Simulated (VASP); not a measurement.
Input:

```yaml
crystal:
  lattice:
    - [0.00000, 2.76373, 2.76373]
    - [2.76373, 0.00000, 2.76373]
    - [2.76373, 2.76373, 0.00000]
  atoms:
    - { symbol: Ca, position: [0.00000, 0.00000, 0.00000] }
```

Method: revTPSS meta-GGA, VASP's PBE PAW potentials (set 64) (plane waves; VASP). Run with 520 eV cut-off, 13×13×13 Γ-centred mesh, tetrahedra with Blöchl corrections, potentials Ca_sv.

Question: Give the energies of bands 5 to 8 at the high-symmetry points, in eV from the Fermi level.

Answer: 
```tsv
band	Γ	X	U	L	W
5	-4.00	-0.41	0.05	-0.92	0.23
6	2.52	0.67	0.49	-0.20	0.74
7	2.52	0.94	0.84	2.40	0.74
8	2.52	4.37	3.46	2.40	2.73
```

It has no gap at this level: it comes out as a metal or semimetal.

The compound is Ca in the fcc structure. It was relaxed first.
